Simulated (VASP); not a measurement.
# Lattice vibrations of Selenium

Aim: the phonon dispersion and thermal properties of Selenium. The start is a cell from a database of measured crystal structures.

Program: VASP 6.6.1. Level of theory: LDA; plane waves and PAW (Se). Results are calculated unless marked as measured.

**1. Set-up**

The structure is trigonal, space group P3_121 (No. 152). The conventional cell has a = 4.366 Å, b = 4.366 Å, c = 4.954 Å, α = 90.00°, β = 90.00°, γ = 120.00°. Nearest to Se lie 2 Se at 2.37 Å.

As a file:

```xyz
3
Lattice="4.3662 0.0000 0.0000 -2.1831 3.7812 0.0000 0.0000 0.0000 4.9536" Properties=species:S:1:pos:R:3 pbc="T T T"
Se    1.6910    2.9289    0.0000
Se   -0.4921    0.8523    3.3024
Se    0.9841    0.0000    1.6512
```

**2. Relax the host**

Cell and atoms are relaxed first, so that later runs start from this functional's own cell.

INCAR reads:

```
SYSTEM = Se
PREC = Accurate
ENCUT = 350
EDIFF = 1E-06
NELM = 120
ISMEAR = 0
SIGMA = 0.05
LREAL = .FALSE.
ALGO = Normal
GGA = CA
NBANDS = 15
LORBIT = 11
LWAVE = .FALSE.
LCHARG = .FALSE.
KPAR = 4
IBRION = 2
NSW = 40
ISIF = 3
EDIFFG = -0.02
POTIM = 0.4
```

POSCAR reads:

```
Se
1.0
    4.3662000000      0.0000000000      0.0000000000
   -2.1831000000      3.7812401180      0.0000000000
    0.0000000000      0.0000000000      4.9536000000
Se
3
Direct
    0.7746000000      0.7746000000      0.0000000000
    0.0000000000      0.2254000000      0.6666666667
    0.2254000000      0.0000000000      0.3333333333
```

KPOINTS reads:

```
Automatic mesh
0
Gamma
5 5 4
0 0 0
```

Potentials, in the order of the species: Se (LDA family, release 64).

Command:

```console
> mpirun -np 4 vasp_std
```

The program printed:

```text
[banner, memory and clock lines left out]
running    4 mpi-ranks, on    1 nodes
 distrk:  each k-point on    1 cores,    4 groups
 distr:  one band on    1 cores,    1 groups

 POSCAR found type information on POSCAR Se
 POSCAR found :  1 types and       3 ions
 LDA part: xc-table for (Slater(with rela. corr.)+CA(PZ))
 , standard interpolation
 POSCAR, INCAR and KPOINTS ok, starting setup
 FFT: planning ... GRIDC
 FFT: planning ... GRID_SOFT
 FFT: planning ... GRID
 WAVECAR not read
 entering main loop
       N       E                     dE             d eps       ncg     rms          rms(c)
DAV:   1     0.643212275874E+02    0.64321E+02   -0.57156E+03   510   0.721E+02
DAV:   2    -0.851773328953E+01   -0.72839E+02   -0.69282E+02   700   0.143E+02
DAV:   3    -0.124206450342E+02   -0.39029E+01   -0.38942E+01   608   0.384E+01
DAV:   4    -0.124477734915E+02   -0.27128E-01   -0.27122E-01   671   0.380E+00
DAV:   5    -0.124480027294E+02   -0.22924E-03   -0.22923E-03   622   0.326E-01    0.732E+00
DAV:   6    -0.123574236561E+02    0.90579E-01   -0.41987E-02   566   0.125E+00    0.447E+00
DAV:   7    -0.123223400235E+02    0.35084E-01   -0.80411E-02   573   0.168E+00    0.200E-01
DAV:   8    -0.123214152537E+02    0.92477E-03   -0.87773E-03   580   0.596E-01    0.966E-02
DAV:   9    -0.123214406808E+02   -0.25427E-04   -0.28150E-04   678   0.108E-01    0.272E-02
DAV:  10    -0.123214404403E+02    0.24049E-06   -0.20395E-05   643   0.290E-02    0.628E-03
DAV:  11    -0.123214409072E+02   -0.46685E-06   -0.32014E-06   615   0.103E-02
   1 F= -.12321441E+02 E0= -.12321441E+02  d E =-.123214E+02
 curvature:   0.00 expect dE= 0.000E+00 dE for cont linesearch  0.000E+00
 trial: gam= 0.00000 g(F)=  0.832E-02 g(S)=  0.165E-01 ort = 0.000E+00 (trialstep = 0.100E+01)
 search vector abs. value=  0.248E-01
 bond charge predicted
       N       E                     dE             d eps       ncg     rms          rms(c)
DAV:   1    -0.123764621849E+02   -0.55022E-01   -0.11437E+00   510   0.573E+00    0.780E-01
DAV:   2    -0.123530899641E+02    0.23372E-01   -0.51711E-02   664   0.134E+00    0.430E-01
DAV:   3    -0.123452845453E+02    0.78054E-02   -0.22906E-02   552   0.762E-01    0.116E-01
DAV:   4    -0.123451883546E+02    0.96191E-04   -0.56530E-04   643   0.152E-01    0.752E-02
DAV:   5    -0.123451529029E+02    0.35452E-04   -0.88728E-05   636   0.546E-02    0.240E-02
DAV:   6    -0.123451522263E+02    0.67656E-06   -0.12776E-05   594   0.197E-02    0.503E-03
DAV:   7    -0.123451519232E+02    0.30317E-06   -0.62926E-07   353   0.468E-03
   2 F= -.12345152E+02 E0= -.12345152E+02  d E =-.237110E-01
[... from here on, the cycles between the ionic steps are left out ...]
   3 F= -.12398445E+02 E0= -.12398445E+02  d E =-.770040E-01
   4 F= -.12352118E+02 E0= -.12352118E+02  d E =-.306776E-01
   5 F= -.12407190E+02 E0= -.12407190E+02  d E =-.857495E-01
   6 F= -.12416987E+02 E0= -.12416987E+02  d E =-.979615E-02
   7 F= -.12441109E+02 E0= -.12441109E+02  d E =-.339188E-01
   8 F= -.12468137E+02 E0= -.12468137E+02  d E =-.609465E-01
   9 F= -.12447776E+02 E0= -.12447776E+02  d E =-.405852E-01
  10 F= -.12471968E+02 E0= -.12471968E+02  d E =-.647780E-01
  11 F= -.12474470E+02 E0= -.12474470E+02  d E =-.250115E-02
  12 F= -.12475636E+02 E0= -.12475636E+02  d E =-.366776E-02
  13 F= -.12475805E+02 E0= -.12475805E+02  d E =-.383640E-02
  14 F= -.12475982E+02 E0= -.12475982E+02  d E =-.176708E-03
  15 F= -.12476401E+02 E0= -.12476401E+02  d E =-.596325E-03
 curvature:  -1.13 expect dE=-0.190E-03 dE for cont linesearch -0.184E-03
 ZBRENT: increasing intervall
 opt :   3.9489  next Energy=   -12.476725 (dE=-0.921E-03)
 bond charge predicted
       N       E                     dE             d eps       ncg     rms          rms(c)
DAV:   1    -0.124776190830E+02   -0.12179E-02   -0.72864E-02   531   0.151E+00    0.168E-01
DAV:   2    -0.124769820900E+02    0.63699E-03   -0.19805E-03   650   0.283E-01    0.890E-02
DAV:   3    -0.124767400896E+02    0.24200E-03   -0.59142E-04   615   0.138E-01    0.228E-02
DAV:   4    -0.124767396752E+02    0.41441E-06   -0.45123E-05   650   0.430E-02    0.107E-02
DAV:   5    -0.124767392887E+02    0.38657E-06   -0.17807E-06   519   0.854E-03
  16 F= -.12476739E+02 E0= -.12476739E+02  d E =-.934489E-03
 curvature:  -1.99 expect dE=-0.162E-04 dE for cont linesearch -0.173E-06
 trial: gam= 0.03378 g(F)=  0.626E-05 g(S)=  0.188E-05 ort =-0.650E-05 (trialstep = 0.111E+01)
 search vector abs. value=  0.826E-05
 reached required accuracy - stopping structural energy minimisation
```

It took 35 s on 4 MPI ranks of AMD EPYC 7R43, shared host; peak memory 0.43 GiB.

Lines that name or quote the potential files are left out of all logs, and their timing lines are given in words.

From OUTCAR (step 2):

```text
ion  position               nearest neighbor table
   1  0.775  0.775  0.000-   2 2.37   3 2.37
   2  0.000  0.225  0.667-   1 2.37   3 2.37
   3  0.225  0.000  0.333-   1 2.37   2 2.37

  LATTYP: Found a hexagonal cell.
 ALAT       =     4.3662000000
 C/A-ratio  =     1.1345334616

 Subroutine GETGRP returns: Found  6 space group operations
 (whereof  2 operations were pure point group operations)

The static configuration has the point symmetry C_2 .
 The point group associated with its full space group is D_3 .

 Found     17 irreducible k-points:

   k-points           NKPTS =     17   k-points in BZ     NKDIM =     17   number of bands    NBANDS=     15

   dimension x,y,z NGX =    28 NGY =   28 NGZ =   30
   dimension x,y,z NGXF=    56 NGYF=   56 NGZF=   60

   ENCUT  =  350.0 eV  25.72 Ry    5.07 a.u.   6.66  6.66  7.56*2*pi/ulx,y,z

   NELECT =      18.0000    total number of electrons

 k-points in reciprocal lattice and weights: Automatic mesh
   0.00000000  0.00000000  0.00000000       0.010
   0.20000000 -0.00000000  0.00000000       0.060
   0.40000000 -0.00000000  0.00000000       0.060
   0.20000000  0.20000000  0.00000000       0.060
   0.40000000  0.20000000  0.00000000       0.060
   0.00000000  0.00000000  0.25000000       0.020
   0.20000000 -0.00000000  0.25000000       0.060
   0.00000000  0.20000000  0.25000000       0.060
   0.40000000 -0.00000000  0.25000000       0.060
[...]
0.20000000  0.20000000  0.50000000       0.060
   0.40000000  0.20000000  0.50000000       0.060

 average (electrostatic) potential at core
       1 -60.7886       2 -60.7886       3 -60.7886

 E-fermi :   4.6306

 k-point     1 :       0.0000    0.0000    0.0000
  band No.  band energies     occupation
    ...
      5       0.9892      2.00000
      6       0.9892      2.00000
      7       2.4432      2.00000
      8       2.4432      2.00000
      9       3.7190      2.00000
     10       5.7291      0.00000
     11       5.7291      0.00000
     12       6.4074      0.00000
     13      10.5911      0.00000
     14      10.5911      0.00000
    ...

 k-point     2 :       0.2000   -0.0000    0.0000
  band No.  band energies     occupation
    ...
      5       0.0553      2.00000
      6       0.6119      2.00000
      7       2.8258      2.00000
      8       3.1978      2.00000
      9       3.4969      2.00000
     10       5.5965      0.00000
     11       5.7482      0.00000
     12       6.4742      0.00000
     13       9.7731      0.00000
     14      10.6933      0.00000
    ...

 k-point     3 :       0.4000   -0.0000    0.0000
  band No.  band energies     occupation
    ...
      5      -0.7430      2.00000
      6       0.1611      2.00000
      7       1.0257      2.00000
      8       3.0018      2.00000
      9       3.4217      2.00000
     10       5.6478      0.00000
     11       5.8393      0.00000
     12       8.3390      0.00000
     13       8.5120      0.00000
     14      12.4164      0.00000
    ...

  Total        0.0049188      0.0049188      0.0099018      0.0000000      0.0000000      0.0000000
  in kB        0.1137598      0.1137598      0.2290032      0.0000000      0.0000000      0.0000000
  external PRESSURE =       0.1521743 kB  Pullay stress =       0.0000000 kB

  energy-cutoff  :      350.00
  volume of cell :       69.28
      direct lattice vectors                 reciprocal lattice vectors
     3.949415621  0.000000000 -0.000000000     0.253202017  0.146186252 -0.000000000
    -1.974707811  3.420294258  0.000000000    -0.000000000  0.292372505 -0.000000000
     0.000000000  0.000000000  5.128443656     0.000000000  0.000000000  0.194990930

 POSITION                                       TOTAL-FORCE (eV/Angst)
 -----------------------------------------------------------------------------------
      1.47056      2.54709     -0.00000        -0.003677     -0.006368      0.000000
     -0.50415      0.87321      3.41896        -0.003677      0.006368      0.000000
      1.00829      0.00000      1.70948         0.007353      0.000000     -0.000000
 -----------------------------------------------------------------------------------
    total drift:                                0.000000      0.000000     -0.000000

  FREE ENERGIE OF THE ION-ELECTRON SYSTEM (eV)
  ---------------------------------------------------
  free  energy   TOTEN  =       -12.4767392887 eV

  energy  without entropy=      -12.4767392887  energy(sigma->0) =      -12.47673929

 reached required accuracy - stopping structural energy minimisation

 total charge
# of ion       s       p       d       tot
------------------------------------------
    1        1.531   2.139   0.059   3.730
    2        1.531   2.139   0.059   3.730
    3        1.531   2.139   0.059   3.730
--------------------------------------------------
tot          4.593   6.418   0.178  11.189

[... 3 further parts left out ...]
```

CONTCAR:

```
Se
   1.00000000000000
     3.9494156211924469    0.0000000000000001   -0.0000000000000000
    -1.9747078105962235    3.4202942580531706    0.0000000000000000
     0.0000000000000000    0.0000000000000000    5.1284436561114379
  Se
     3
Direct
     0.7446979311804784    0.7446979311804781    0.0000000000000000
     0.0000000000000001    0.2553020688195217    0.6666666667000030
     0.2553020688195213    0.0000000000000000    0.3333333332999970
```

The gap is read on the k-mesh alone, so it is an upper bound where the band edges lie off the mesh. After so large a change of volume the plane waves of the start cell no longer fit, so the final stress carries a basis-set error. The run keeps the 6 symmetry operations of its start, so it cannot find a distortion of lower symmetry.

The steps of the relaxation:

```csv
step,energy less that of the first step (eV),largest force (eV/Å),pressure (GPa),volume (Å³)
1,0.0000,0.2681,-1.08,81.78
2,-0.0237,0.3138,-0.70,80.05
3,-0.0770,0.4626,0.94,74.98
4,-0.0307,0.7566,7.18,65.37
5,-0.0857,0.5963,2.55,71.94
6,-0.0955,0.5404,2.35,71.66
7,-0.1197,0.3877,1.89,70.82
8,-0.1467,0.1416,1.24,69.12
9,-0.1263,0.1811,1.21,65.69
10,-0.1505,0.0362,1.14,68.07
11,-0.1530,0.0137,0.66,68.62
12,-0.1542,0.0322,-0.22,69.71
13,-0.1544,0.0203,0.00,69.43
14,-0.1545,0.0175,0.00,69.41
15,-0.1550,0.0092,0.01,69.37
16,-0.1553,0.0074,0.02,69.28
```

```csv
"conventional cell, symmetrised",before,after,change
a (Å),4.366,3.949,-9.5 %
b (Å),4.366,3.949,-9.5 %
c (Å),4.954,5.128,+3.5 %
volume (Å³/atom),27.26,23.09,-15.3 %
```

The atoms that moved most (Å, as changes of fractional coordinates times the final cell):

```csv
atom,dx,dy,dz,length
Se2,-0.059,0.102,0.000,0.118
Se1,-0.059,-0.102,0.000,0.118
Se3,0.118,0.000,0.000,0.118
```

Final coordinates:

```xyz
3
Lattice="3.9494 0.0000 0.0000 -1.9747 3.4203 0.0000 0.0000 0.0000 5.1284" Properties=species:S:1:pos:R:3 pbc="T T T"
Se    1.4706    2.5471    0.0000
Se   -0.5041    0.8732    3.4190
Se    1.0083    0.0000    1.7095
```

A gap read on the k-mesh alone can miss the band edges.

This step gave:

| Item | Value |
| --- | --- |
| electronic cycles | 106 |
| electrons | 18 |
| free energy (TOTEN) | -12.48 eV |
| Fermi energy | 4.631 eV |
| pressure | 0.01522 GPa |
| labelled metallic, from the levels on this mesh | no |
| gap on the k-mesh | 0.7601 eV |
| least direct gap on the k-mesh | 0.9043 eV |

The run ended after 16 ionic steps, 0.155 eV below its first step, once forces and stress met EDIFFG = -0.02.

An edge changed by 10 % against the database cell.

**3. Relax the host again, on a new basis**

The volume changed by more than 5 %, so the plane waves of the start no longer fit; a second relaxation removes that error.

INCAR, as its differences from that of step 2:

```diff
@@ -16,3 +16,3 @@
 IBRION = 2
-NSW = 40
+NSW = 30
 ISIF = 3
```

POSCAR reads:

```
Se
1.0
    3.9494156212      0.0000000000      0.0000000000
   -1.9747078106      3.4202942581      0.0000000000
    0.0000000000      0.0000000000      5.1284436561
Se
3
Direct
    0.7446979312      0.7446979312      0.0000000000
    0.0000000000      0.2553020688      0.6666666667
    0.2553020688      0.0000000000      0.3333333333
```

KPOINTS reads:

```
Automatic mesh
0
Gamma
6 6 4
0 0 0
```

Command:

```console
> mpirun -np 4 vasp_std
```

The program printed:

```text
[... set-up lines as in an earlier step ...]
 entering main loop
       N       E                     dE             d eps       ncg     rms          rms(c)
DAV:   1     0.608590102110E+02    0.60859E+02   -0.58148E+03   720   0.733E+02
DAV:   2    -0.899870147995E+01   -0.69858E+02   -0.66905E+02   987   0.144E+02
DAV:   3    -0.125403351704E+02   -0.35416E+01   -0.35326E+01   853   0.368E+01
DAV:   4    -0.125601748741E+02   -0.19840E-01   -0.19837E-01   986   0.332E+00
DAV:   5    -0.125603048356E+02   -0.12996E-03   -0.12996E-03   867   0.252E-01    0.762E+00
DAV:   6    -0.124967427879E+02    0.63562E-01   -0.30518E-02   916   0.113E+00    0.466E+00
DAV:   7    -0.124736452820E+02    0.23098E-01   -0.59017E-02   825   0.150E+00    0.185E-01
DAV:   8    -0.124727582645E+02    0.88702E-03   -0.85618E-03   797   0.589E-01    0.112E-01
DAV:   9    -0.124727844682E+02   -0.26204E-04   -0.23969E-04   986   0.107E-01    0.304E-02
DAV:  10    -0.124727773675E+02    0.71007E-05   -0.28743E-05   888   0.357E-02    0.636E-03
DAV:  11    -0.124727778557E+02   -0.48822E-06   -0.57616E-06   902   0.139E-02
   1 F= -.12472778E+02 E0= -.12472777E+02  d E =-.124728E+02
 curvature:   0.00 expect dE= 0.000E+00 dE for cont linesearch  0.000E+00
 trial: gam= 0.00000 g(F)=  0.243E-04 g(S)=  0.161E-04 ort = 0.000E+00 (trialstep = 0.100E+01)
 search vector abs. value=  0.405E-04
 reached required accuracy - stopping structural energy minimisation
```

The job ended after 5 s (4 MPI ranks; peak memory 0.4 GiB; 16 s of CPU time).

OUTCAR, selected parts (step 3):

```text
  LATTYP: Found a hexagonal cell.
 ALAT       =     3.9494156212
 C/A-ratio  =     1.2985322762

 Found     24 irreducible k-points:

   k-points           NKPTS =     24   k-points in BZ     NKDIM =     24   number of bands    NBANDS=     15

   dimension x,y,z NGX =    24 NGY =   24 NGZ =   32
   dimension x,y,z NGXF=    48 NGYF=   48 NGZF=   64

   ENCUT  =  350.0 eV  25.72 Ry    5.07 a.u.   6.02  6.02  7.82*2*pi/ulx,y,z

   NELECT =      18.0000    total number of electrons

 E-fermi :   4.5549

 k-point     1 :       0.0000    0.0000    0.0000
  band No.  band energies     occupation
    ...
      5       0.9896      2.00000
      6       0.9896      2.00000
      7       2.4433      2.00000
      8       2.4433      2.00000
      9       3.7191      2.00000
     10       5.7286      0.00000
     11       5.7286      0.00000
     12       6.4083      0.00000
     13      10.5912      0.00000
     14      10.5912      0.00000
    ...

 k-point     2 :       0.1667    0.0000    0.0000
  band No.  band energies     occupation
    ...
      5       0.2403      2.00000
      6       0.7252      2.00000
      7       2.8063      2.00000
      8       3.2594      2.00000
      9       3.5756      2.00000
     10       5.5333      0.00000
     11       5.6832      0.00000
     12       6.3761      0.00000
     13      10.0371      0.00000
     14      10.5931      0.00000
    ...

  Total        0.0120854      0.0120854     -0.0310248     -0.0000000      0.0000000     -0.0000000
  in kB        0.2795050      0.2795050     -0.7175264     -0.0000000      0.0000000     -0.0000000
  external PRESSURE =      -0.0528388 kB  Pullay stress =       0.0000000 kB

  energy-cutoff  :      350.00
  volume of cell :       69.28
      direct lattice vectors                 reciprocal lattice vectors
     3.949415621  0.000000000  0.000000000     0.253202017  0.146186252  0.000000000
    -1.974707811  3.420294258  0.000000000     0.000000000  0.292372505  0.000000000
     0.000000000  0.000000000  5.128443656     0.000000000  0.000000000  0.194990930

 POSITION                                       TOTAL-FORCE (eV/Angst)
 -----------------------------------------------------------------------------------
      1.47056      2.54709      0.00000        -0.007250     -0.012557     -0.000000
     -0.50415      0.87321      3.41896        -0.007250      0.012557     -0.000000
      1.00829      0.00000      1.70948         0.014499      0.000000      0.000000
 -----------------------------------------------------------------------------------
    total drift:                                0.000006      0.000010      0.000000

  FREE ENERGIE OF THE ION-ELECTRON SYSTEM (eV)
  ---------------------------------------------------
  free  energy   TOTEN  =       -12.4727778557 eV

  energy  without entropy=      -12.4727769681  energy(sigma->0) =      -12.47277741

 total charge
# of ion       s       p       d       tot
------------------------------------------
    1        1.531   2.139   0.059   3.729
    2        1.531   2.139   0.059   3.729
    3        1.531   2.139   0.059   3.729
--------------------------------------------------
tot          4.593   6.417   0.178  11.187

[... 4 parts as in an earlier step ...]

[... 6 further parts left out ...]
```

Little changed from the start: no atom moved by 0.005 Å and no cell edge by 0.1 %.

This step gave:

| Property | Result |
| --- | --- |
| electronic cycles | 11 |
| free energy (TOTEN) | -12.47 eV |
| Fermi energy | 4.555 eV |
| pressure | -0.005284 GPa |
| gap on the k-mesh | 0.2670 eV |
| least direct gap on the k-mesh | 0.2670 eV |

The start already met the threshold, so nothing moved.

[end of part 1 of 3]

[Lines on the potential files, build, host, timing and source positions are cut from VASP's logs without a mark.]

[Logs are printed without paths, hosts, clocks, repeated set-up lines and the standing remarks that a program may print on its own settings, such as how far it seeks lower states.]

[Hosts, paths, dates, database ids (printed as entryN), source tags and the programs' standing remarks are cut or masked in the printed files.]

[Runs that stopped without an error message from VASP are left out.]
